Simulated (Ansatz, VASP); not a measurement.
## In2Se: VASP beside Ansatz

One calculation is typed for both programs; each brings its own data sets. How far apart do they land? The cell is generated by rule, not measured, and may not be a known phase. The cell is taken from a series of runs on this material, whose earlier steps may have relaxed, scaled, displaced or heated it; both programs get it as it stands.

Calculated with Ansatz 0.2.0; plane waves, with VASP 6.6.1 beside it; single point at PBEsol.

The structure was built from a prototype and need not be the compound's stable phase.

### 1. The structure

The structure is trigonal, space group R3m (No. 160). Conventional cell: a = 9.374 Å, b = 9.374 Å, c = 11.481 Å, α = 90.00°, β = 90.00°, γ = 120.00°. Se has 4 In at 2.85 to 2.92 Å nearest. Se has 4 In at 2.82 to 2.89 Å nearest. Nearest to In lie 2 Se at 2.85 to 2.89 Å. Nearest to In lie 2 Se at 2.82 to 2.92 Å. Farther neighbours and most contacts between anions are not listed.

Coordinates:

```xyz
6
Lattice="6.6284 0.0000 0.0000 0.0000 6.6284 0.0000 0.0000 0.0000 6.6284" Properties=species:S:1:pos:R:3 pbc="T T T"
Se    0.0231    0.0231    6.6053
Se    3.3373    3.3373    3.2911
In    1.6492    1.6492    1.6673
In    4.9656    4.9656    1.6628
In    4.9612    1.6492    4.9793
In    1.6492    4.9612    4.9793
```

### 2. VASP: single point, PBEsol, pair 1

With cell and atoms fixed, the geometry can't cause a difference; cores, projectors, grids and the points listed under the comparison can.

Lines of VASP's logs that name or quote its potential files are left out, and so is its time.

INCAR

```
SYSTEM = In2Se
PREC = Accurate
ENCUT = 500
EDIFF = 1E-06
NELM = 120
ISMEAR = 1
SIGMA = 0.2
LREAL = .FALSE.
ALGO = Normal
GGA = PS
NBANDS = 39
LORBIT = 11
LWAVE = .FALSE.
LCHARG = .FALSE.
ISIF = 2
LASPH = .TRUE.
GGA_COMPAT = .FALSE.
KPAR = 2
```

POSCAR

```
In2Se
1.0
    6.6284302234      0.0000000000      0.0000000000
    0.0000000000      6.6284302234      0.0000000000
    0.0000000000      0.0000000000      6.6284302234
Se In
2 4
Direct
    0.0034840845      0.0034840845      0.9965159155
    0.5034840845      0.5034840845      0.4965159155
    0.2488018358      0.2488018358      0.2515316888
    0.7491353604      0.7491353604      0.2508646396
    0.7484683112      0.2488018358      0.7511981642
    0.2488018358      0.7484683112      0.7511981642
```

KPOINTS

```
Automatic mesh
0
Gamma
6 6 6
0 0 0
```

The projector-augmented-wave data sets are Se and In_d (PBE family, release 64).

The run is started by

```sh
> mpirun -np 2 vasp_std
```

Numbers of over 12 decimals in the logs are rounded to 6 here.

The log of the run:

```text
[banner, memory and clock lines left out]
running    2 mpi-ranks, on    1 nodes
 distrk:  each k-point on    1 cores,    2 groups
 distr:  one band on    1 cores,    1 groups

 POSCAR found type information on POSCAR SeIn
 POSCAR found :  2 types and       6 ions
|                                                                             |
|               ----> ADVICE to this user running VASP <----                  |
|                                                                             |
|     You enforced a specific xc type in the INCAR file but a different       |
|     [... a line on the potential file left out ...]
|     I HOPE YOU KNOW WHAT YOU ARE DOING!                                     |
|                                                                             |

 LDA part: xc-table for (Slater+PW92), standard interpolation
 POSCAR, INCAR and KPOINTS ok, starting setup
 FFT: planning ... GRIDC
 FFT: planning ... GRID_SOFT
 FFT: planning ... GRID
 WAVECAR not read
 entering main loop
       N       E                     dE             d eps       ncg     rms          rms(c)
DAV:   1     0.559034398433E+03    0.55903E+03   -0.27504E+04  2496   0.160E+03
DAV:   2     0.513529488918E+02   -0.50768E+03   -0.49544E+03  2524   0.409E+02
DAV:   3    -0.144646160512E+02   -0.65818E+02   -0.62191E+02  3178   0.164E+02
DAV:   4    -0.184554791188E+02   -0.39909E+01   -0.39501E+01  2763   0.432E+01
DAV:   5    -0.186490738012E+02   -0.19359E+00   -0.19342E+00  3387   0.848E+00    0.633E+00
DAV:   6    -0.167140653667E+02    0.19350E+01   -0.33543E+00  3144   0.133E+01    0.302E+00
DAV:   7    -0.167942009297E+02   -0.80136E-01   -0.18135E+00  3419   0.441E+00    0.191E+00
DAV:   8    -0.167828965119E+02    0.11304E-01   -0.45114E-01  3353   0.308E+00    0.119E+00
DAV:   9    -0.167664437208E+02    0.16453E-01   -0.29478E-01  3013   0.281E+00    0.881E-01
DAV:  10    -0.167382605825E+02    0.28183E-01   -0.68119E-02  3499   0.148E+00    0.180E-01
DAV:  11    -0.167419004206E+02   -0.36398E-02   -0.19320E-02  3056   0.440E-01    0.219E-01
DAV:  12    -0.167391925853E+02    0.27078E-02   -0.64450E-03  3165   0.353E-01    0.320E-02
DAV:  13    -0.167393440348E+02   -0.15145E-03   -0.15255E-03  2854   0.135E-01    0.403E-02
DAV:  14    -0.167393410268E+02    0.30080E-05   -0.63322E-05  3787   0.362E-02    0.358E-02
DAV:  15    -0.167393367373E+02    0.42896E-05   -0.83008E-06  2666   0.107E-02    0.363E-02
DAV:  16    -0.167393383259E+02   -0.15887E-05   -0.23461E-05  2777   0.214E-02    0.251E-02
DAV:  17    -0.167393386903E+02   -0.36439E-06   -0.92761E-06  2885   0.199E-02
   1 F= -.16739339E+02 E0= -.16746136E+02  d E =0.203933E-01
```

From OUTCAR (step 2):

```text
ion  position               nearest neighbor table
   1  0.003  0.003  0.997-   5 2.85   6 2.85   3 2.85   4 2.92
   2  0.503  0.503  0.497-   4 2.82   5 2.89   6 2.89   3 2.89
   3  0.249  0.249  0.252-   1 2.85   2 2.89
   4  0.749  0.749  0.251-   2 2.82   1 2.92
   5  0.748  0.249  0.751-   1 2.85   2 2.89
   6  0.249  0.748  0.751-   1 2.85   2 2.89

  LATTYP: Found a simple cubic cell.
 ALAT       =     6.6284302234

 Subroutine GETGRP returns: Found  6 space group operations
 (whereof  6 operations were pure point group operations)

The static configuration has the point symmetry C_3v.

 Found     32 irreducible k-points:

   k-points           NKPTS =     32   k-points in BZ     NKDIM =     32   number of bands    NBANDS=     39

   dimension x,y,z NGX =    48 NGY =   48 NGZ =   48
   dimension x,y,z NGXF=    96 NGYF=   96 NGZF=   96

   ENCUT  =  500.0 eV  36.75 Ry    6.06 a.u.  12.09 12.09 12.09*2*pi/ulx,y,z

   NELECT =      64.0000    total number of electrons

 k-points in reciprocal lattice and weights: Automatic mesh
   0.00000000  0.00000000  0.00000000       0.005
   0.16666667  0.00000000  0.00000000       0.028
   0.33333333  0.00000000  0.00000000       0.028
   0.50000000  0.00000000  0.00000000       0.014
   0.16666667  0.16666667  0.00000000       0.028
   0.00000000  0.16666667  0.16666667       0.028
   0.33333333  0.16666667  0.00000000       0.056
   0.00000000  0.33333333  0.16666667       0.056
   0.50000000  0.16666667  0.00000000       0.056
[...]
0.50000000  0.50000000  0.33333333       0.028
   0.50000000  0.50000000  0.50000000       0.005

 average (electrostatic) potential at core
       1 -56.1769       2 -56.1769       3 -99.5250       4 -99.5194       5 -99.5250
       6 -99.5250

 E-fermi :   1.4781

 k-point     1 :       0.0000    0.0000    0.0000
  band No.  band energies     occupation
    ...
     27      -1.3466      2.00000
     28      -1.3466      2.00000
     29      -1.3421      2.00000
     30       1.1657      2.04964
     31       1.1657      2.04964
     32       1.6233      0.06276
     33       1.6340      0.03085
     34       1.6340      0.03085
     35       3.5557     -0.00000
     36       3.5558     -0.00000
    ...

 k-point     2 :       0.1667    0.0000    0.0000
  band No.  band energies     occupation
    ...
     29      -1.0585      2.00000
     30       1.2546      2.06684
     31       1.3223      1.96901
     32       1.4765      1.01414
     33       1.5390      0.51037
     34       1.5410      0.49564
     35       3.2176     -0.00000
     36       3.5998     -0.00000
     37       3.5999     -0.00000
     38       4.3612     -0.00000
    ...

 k-point     3 :       0.3333    0.0000    0.0000
  band No.  band energies     occupation
    ...
     28      -1.3705      2.00000
     29      -0.4458      2.00000
     30       0.9283      2.00071
     31       1.3546      1.85568
     32       1.3710      1.77831
     33       1.5630      0.34862
     34       1.9188     -0.00786
     35       2.5874     -0.00000
     36       3.4994     -0.00000
     37       3.5175     -0.00000
    ...

  Total       -0.0260500     -0.0260500     -0.0260500      0.0243242     -0.0243242     -0.0243242
  in kB       -0.1433133     -0.1433133     -0.1433133      0.1338190     -0.1338190     -0.1338190
  external PRESSURE =      -0.1433133 kB  Pullay stress =       0.0000000 kB

  energy-cutoff  :      500.00
  volume of cell :      291.23
      direct lattice vectors                 reciprocal lattice vectors
     6.628430223  0.000000000  0.000000000     0.150865283  0.000000000  0.000000000
     0.000000000  6.628430223  0.000000000     0.000000000  0.150865283  0.000000000
     0.000000000  0.000000000  6.628430223     0.000000000  0.000000000  0.150865283

 POSITION                                       TOTAL-FORCE (eV/Angst)
 -----------------------------------------------------------------------------------
      0.02309      0.02309      6.60534         0.090863      0.090863     -0.090863
      3.33731      3.33731      3.29112         0.080060      0.080060     -0.080060
      1.64917      1.64917      1.66726        -0.042956     -0.042956      0.056644
      4.96559      4.96559      1.66284        -0.028367     -0.028367      0.028367
      4.96117      1.64917      4.97926        -0.056644     -0.042956      0.042956
      1.64917      4.96117      4.97926        -0.042956     -0.056644      0.042956
 -----------------------------------------------------------------------------------
    total drift:                               -0.000877     -0.000877      0.000865

  FREE ENERGIE OF THE ION-ELECTRON SYSTEM (eV)
  ---------------------------------------------------
  free  energy   TOTEN  =       -16.7393386903 eV

  energy  without entropy=      -16.7597319874  energy(sigma->0) =      -16.74613646

 total charge
# of ion       s       p       d       tot
------------------------------------------
    1        1.492   2.280   0.019   3.791
    2        1.492   2.280   0.019   3.791
    3        1.131   0.265   9.852  11.248
    4        1.130   0.267   9.852  11.249
    5        1.131   0.265   9.852  11.248
    6        1.131   0.265   9.852  11.248
--------------------------------------------------
tot          7.505   5.623  39.447  52.575

[... 3 further parts left out ...]
```

The k-mesh is coarse for a metal.

The run ends at a pressure of -0.01 GPa, with forces up to 0.16 eV/Å.

### 3. Ansatz: single point, PBEsol, pair 1

Ansatz runs on its default PAW (the set named soft_2) files.

The same cell, functional, mesh and smearing now go to Ansatz, which takes its cutoff from its data sets.

input.yaml

```yaml
crystal:
  lattice:
    - [6.6284302234, 0.0, 0.0]
    - [0.0, 6.6284302234, 0.0]
    - [0.0, 0.0, 6.6284302234]
  atoms:
    - { symbol: Se, position: [0.0034840845, 0.0034840845, -0.0034840845] }
    - { symbol: Se, position: [0.5034840845, 0.5034840845, 0.4965159155] }
    - { symbol: In, position: [0.2488018358, 0.2488018358, 0.2515316888] }
    - { symbol: In, position: [0.7491353604, 0.7491353604, 0.2508646396] }
    - { symbol: In, position: [0.7484683112, 0.2488018358, 0.7511981642] }
    - { symbol: In, position: [0.2488018358, 0.7484683112, 0.7511981642] }
kpoints:
  mp_grid: { grid: [6, 6, 6] }
hamiltonian:
  xc: pbesol
scf:
  occupations: { method: methfessel_paxton, width: 0.2 }
output:
  forces: true
  stress: true
  eigenvalues: true
```

The run is started by

```sh
> ansatz run input.yaml --threads 8 --pin off --max-ram 14336MiB --backend cpu --events-out ev --progress --plain --runs-dir out
```

The log of the run:

```text
Engine: ansatz 0.2.0, aarch64-unknown-linux-gnu
Pseudopotentials: kind: paw
Pseudopotential: Se, paw, valence charge 16, recommended cutoff 420 eV (normal), Se.paw.azcp
Pseudopotential: In, paw, valence charge 13, recommended cutoff 420 eV (normal), In.paw.azcp
Functional definition: PBEsol
  exchange = pbesol_x
  correlation = pbesol_c
Crystal: 6 atoms, lattice volume = 291.227 Å³
Basis set: ecut = 420 eV, 5695 PW (Γ), exchange–correlation on 90×90×90 points (8 copies of the dense FFT grid, shifted against one another)
Bands: 51, of which v1, the nominal top of the filled ones, is band 42 counted from 1 (41 counted from 0)
Symmetry: 6 space group operations
Space group: R3m (ITA 160), of the structure as read, at distance tolerance 6.6e-5 Å
k-points: 32 of 216 (time reversal used)
Non-local potential: Se, projectors of the file, l = 0: 2, l = 1: 2, l = 2: 3, l = 3: 1
Non-local potential: In, projectors of the file, l = 0: 2, l = 1: 2, l = 2: 2, l = 3: 2
PAW form: soft (Blöchl's): semilocal exchange-correlation on the pseudo side does not see the compensation charge
PAW frozen core: Se, regenerated for the run's functional, and the local potential with it (the file was generated under x = pbe(κ = 0.804, μ = 0.219515), c = pbe(β = 0.066725))
PAW frozen core: In, regenerated for the run's functional, and the local potential with it (the file was generated under x = pbe(κ = 0.804, μ = 0.219515), c = pbe(β = 0.066725))
PAW one-centre angular grid: Se, 590 points (default); XC on 64 Gauss nodes
PAW one-centre angular grid: In, 590 points (default); XC on 64 Gauss nodes
Initial density: superposition of atomic densities (neutral atoms: chi_scale 0, normalization atom), corrected by the library's trained network
Initial wavefunctions: pseudopotential atomic-orbital guess
Functional: x = pbesol(κ = 0.804, μ = 0.123457), c = pbesol(β = 0.046)
SCF iter   1: F=—  HF=-32947.157087 eV  |F-HF|=—  |Δ(HF+E_count)|=         —  Δρ=5.15e-3  dr2=2.20e-1  ethr=1.77e-3  ⟨swp⟩=7.0  Hψ=5918  notcnv=0
preconditioner: auto → LDOS  [metal: Δε(μ)=0.051 eV  Ē_g=12.758 eV  σ=0.200 eV  W_gap=0.21  n_scr=56 (ndim 8)  ℏωp=17.4 eV  f_vac=0.169  D(μ)=4.12/eV (n_scr^D=18)  β→1.0]
SCF iter   2: F=—  HF=-32947.131528 eV  |F-HF|=—  |Δ(HF+E_count)|=   2.56e-2  S|Δr|=    0.00e0  Δρ=1.38e-3  dr2=8.55e-3  ethr=2.62e-4  ⟨swp⟩=2.0  Hψ=2034  notcnv=0
SCF iter   3: F=—  HF=-32947.133050 eV  |F-HF|=—  |Δ(HF+E_count)|=   1.52e-3  S|Δr|=    0.00e0  Δρ=9.52e-4  dr2=2.94e-3  ethr=1.02e-5  ⟨swp⟩=2.0  Hψ=2583  notcnv=0
SCF iter   4: F=—  HF=-32947.132221 eV  |F-HF|=—  |Δ(HF+E_count)|=   8.29e-4  S|Δr|=    0.00e0  Δρ=2.76e-4  dr2=2.96e-4  ethr=3.50e-6  ⟨swp⟩=2.0  Hψ=2583  notcnv=0
SCF iter   5: F=—  HF=-32947.132178 eV  |F-HF|=—  |Δ(HF+E_count)|=   4.24e-5  S|Δr|=    0.00e0  Δρ=7.21e-5  dr2=1.66e-5  ethr=3.53e-7  ⟨swp⟩=2.0  Hψ=2578  notcnv=0
SCF iter   6: F=—  HF=-32947.132144 eV  |F-HF|=—  |Δ(HF+E_count)|=   3.40e-5  S|Δr|=    0.00e0  Δρ=2.06e-5  dr2=1.06e-6  ethr=1.97e-8  ⟨swp⟩=2.0  Hψ=2584  notcnv=0
SCF iter   7: F=-32947.132145 eV  HF=-32947.132145 eV  |F-HF|=5.39e-9  |Δ(HF+E_count)|=   9.15e-7  S|Δr|=    0.00e0  Δρ=4.00e-6  dr2=5.42e-8  ethr=1.19e-10  ⟨swp⟩=11.1  Hψ=7397  notcnv=0
SCF 1 converged in 7 iterations: F = -32947.132145 eV  dr2 = 5.42e-8
  greatest PAW one-centre occupation: 1.000 electrons in one spin orbital (limit 2), on the Se atom at site 0 (counted from 0), in its partial waves of l = 2
SCF converged after 7 iterations
Stability not checked: this state was not tested for a lower state beside it, because cold or Methfessel-Paxton smearing, or corrected tetrahedra, fill the levels in a way that the test cannot read (fill_not_monotonic; see scf.lower_state_search)
Free energy (F): -32947.132145 eV
Harris-Foulkes:  -32947.132145 eV  (|F-HF|=5.39e-9)
Internal energy: -32947.152611 eV  (E = F + TS)
E sigma→0 (E₀):  -32947.137262 eV
Entropy (-TS):   0.020466 eV (3.411 meV/atom)
Fermi energy:    3.253513 eV
--- Per-component energies (eV) ---
  E_band       = -1351.154273
  E_kinetic    = 1192.213296
  E_local      = -12908.545790  (includes V_loc(G=0)·N_el)
  E_nonlocal   = 283.532110
  E_hartree    = 5707.508643
  E_xc         = -1058.552129
  E_vxc        = -590.712258  (∫ρ·V_xc dr)
  E_paw        = -20051.414037  (= ΣΔE_a)
  E_vpaw       = -742.653654  (= ΣTr[D̂ρ^β])
  E_aug_tail   = -0.001077  (compensation charges beyond the density's cutoff)
  E_ewald      = -6114.854138
  E_core_change = 2.960511  (= ΣΔE_core)
  E_smearing   = 0.020466  (= −TS)
  E_closure    = 0.000000  (closes the sum)
  Σ components = -32947.132145   (vs F -32947.132145, Δ=0.00e0)
--- Forces (eV/Å), atoms counted from 1 ---
  atom   1  Se     0.09253614     0.09253614    -0.09253614
  atom   2  Se     0.08174205     0.08174205    -0.08174205
  atom   3  In    -0.04381362    -0.04381362     0.05660548
  atom   4  In    -0.03016252    -0.03016252     0.03016252
  atom   5  In    -0.05660548    -0.04381362     0.04381362
  atom   6  In    -0.04381362    -0.05660548     0.04381362
  max |Σ_I F_I| component: 1.17e-4 eV/Å
--- Stress (GPa, compression-positive) ---
        0.004788       0.012955      -0.012955
        0.012955       0.004788      -0.012955
       -0.012955      -0.012955       0.004788
  P = ⅓ Tr σ = 0.0048 GPa (0.048 kbar)
--- Band table (eV; the first three rows and the last of 32) ---
  k-point 0: bands = [... 38 lower, 0.4339, 2.9421, 2.9421, 3.3982, 3.4090, 3.4090, 5.3325, 5.3327, ... 5 higher]
  k-point 1: bands = [... 38 lower, 0.7170, 3.0309, 3.0981, 3.2515, 3.3143, 3.3163, 4.9943, 5.3764, ... 5 higher]
  k-point 2: bands = [... 38 lower, 1.3290, 2.7027, 3.1296, 3.1461, 3.3396, 3.6954, 4.3640, 5.2759, ... 5 higher]
  k-point 31: bands = [... 38 lower, 0.3437, 3.2787, 3.2808, 3.2808, 3.7719, 3.7719, 3.7778, 5.7306, ... 5 higher]
```

The run ends at a pressure of 0.00 GPa, with forces up to 0.16 eV/Å.

### 4. Comparison

Known differences besides the potentials themselves: the data sets hold 84 valence electrons in Ansatz (on its default PAW (the set named soft_2) files) and 64 in VASP; the cutoff is 420 eV in Ansatz and 500 eV in VASP; Ansatz makes its cores anew for this functional, VASP keeps those of its PBE data sets. Total energies have different zeros and are not compared.

The two programs side by side:

```csv
quantity,Ansatz,VASP,difference
pressure (GPa),0.00,-0.01,+0.02
```

Forces (eV/Å; atoms numbered as in POSCAR):

```csv
atom,"Ansatz x, y, z","VASP x, y, z"
Se1,"0.093, 0.093, -0.093","0.091, 0.091, -0.091"
Se2,"0.082, 0.082, -0.082","0.080, 0.080, -0.080"
In3,"-0.044, -0.044, 0.057","-0.043, -0.043, 0.057"
In4,"-0.030, -0.030, 0.030","-0.028, -0.028, 0.028"
In5,"-0.057, -0.044, 0.044","-0.057, -0.043, 0.043"
In6,"-0.044, -0.057, 0.044","-0.043, -0.057, 0.043"
```

The forces differ by 1.3 meV/Å r.m.s., which is 2.1 % of the r.m.s. force of 0.061 eV/Å (both taken over all components).

### 5. Ansatz: single point, PBEsol, pair 2

A single point gives forces, pressure and levels at one fixed geometry, so differences don't come from the geometry; what else differs is listed under the comparison.

The cell is taken from a series of runs on this material, whose earlier steps may have relaxed, scaled, displaced or heated it; both programs get it as it stands.

input.yaml, the sections that differ from step 3:

```yaml
crystal:
  lattice:
    - [6.6284302234, 0.0, 0.0]
    - [0.0, 6.6284302234, 0.0]
    - [0.0, 0.0, 6.6284302234]
  atoms:
    - { symbol: Se, position: [0.0191624646, 0.0191624646, -0.0191624646] }
    - { symbol: Se, position: [0.5191624646, 0.5191624646, 0.4808375354] }
    - { symbol: In, position: [0.2434100969, 0.2434100969, 0.2584242883] }
    - { symbol: In, position: [0.7452444821, 0.7452444821, 0.2547555179] }
    - { symbol: In, position: [0.7415757117, 0.2434100969, 0.7565899031] }
    - { symbol: In, position: [0.2434100969, 0.7415757117, 0.7565899031] }
# kpoints, hamiltonian, scf, output: as in step 3
```

The log of the run:

```text
[...]
Crystal: 6 atoms, lattice volume = 291.227 Å³
Basis set: ecut = 420 eV, 5695 PW (Γ), exchange–correlation on 90×90×90 points (8 copies of the dense FFT grid, shifted against one another)
Bands: 51, of which v1, the nominal top of the filled ones, is band 42 counted from 1 (41 counted from 0)
Symmetry: 6 space group operations
[...]
k-points: 32 of 216 (time reversal used)
[...]
k-point 0: bands = [... 38 lower, 0.6074, 2.7093, 2.7093, 3.3727, 3.5914, 3.5914, 5.3095, 5.3130, ... 5 higher]
  k-point 1: bands = [... 38 lower, 0.7976, 2.7663, 2.7763, 3.2558, 3.5225, 3.5727, 4.9776, 5.3496, ... 5 higher]
  k-point 2: bands = [... 38 lower, 1.3480, 2.5658, 2.8709, 3.1331, 3.5190, 3.8195, 4.3656, 5.2019, ... 5 higher]
  k-point 31: bands = [... 38 lower, 0.3867, 3.1395, 3.1395, 3.1501, 3.8329, 3.8329, 3.9516, 5.7192, ... 5 higher]
[key lines of the parts left out:]
SCF converged after 9 iterations
Free energy (F): -32947.275730 eV
Fermi energy:    3.346808 eV
P = ⅓ Tr σ = 0.1911 GPa (1.911 kbar)
```

The run ends at a pressure of 0.19 GPa, with forces up to 0.67 eV/Å.

(Continued in part 2 of 2.)

[Lines on the potential files, build, host, timing and source positions are cut from VASP's logs without a mark.]

[Logs are printed without paths, hosts, clocks, repeated set-up lines and the standing remarks that a program may print on its own settings, such as how far it seeks lower states.]

[Hosts, paths, dates, database ids (printed as entryN), source tags and the programs' standing remarks are cut or masked in the printed files.]
